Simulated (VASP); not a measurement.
Here is the system:

```xyz
4
Lattice="3.9421 0.0000 0.0000 0.0000 3.9421 0.0000 0.0000 0.0000 3.9421" Properties=species:S:1:pos:R:3 pbc="T T T"
Sc     0.0000     0.0000     0.0000
Al     0.0000     1.9711     1.9711
Al     1.9711     0.0000     1.9711
Al     1.9711     1.9711     0.0000
```

All values below come from PBE GGA, VASP's PBE PAW potentials (set 64) (plane waves; VASP). Run with 480 eV cut-off, 8×8×8 Γ-centred mesh, first-order Methfessel-Paxton smearing of 0.10 eV, potentials Sc_sv Al.

Problem. What does the run give for the energy per atom (σ→0), pressure, band gap (on the k-mesh) with the smallest direct gap where there is one?

Solution. 
```
Item                                                        Result
------------------------  ----------------------------------------
band gap (on the k-mesh)  none (metal, semimetal or under 0.01 eV)
energy per atom (σ→0)                               -4.747 eV/atom
pressure                                                136.4 kbar
```

Total energies compare only between runs with the same potentials, cut-off and functional.

The compound is Al3Sc in the L1_2 structure. This cell was strained or had an atom moved on purpose.
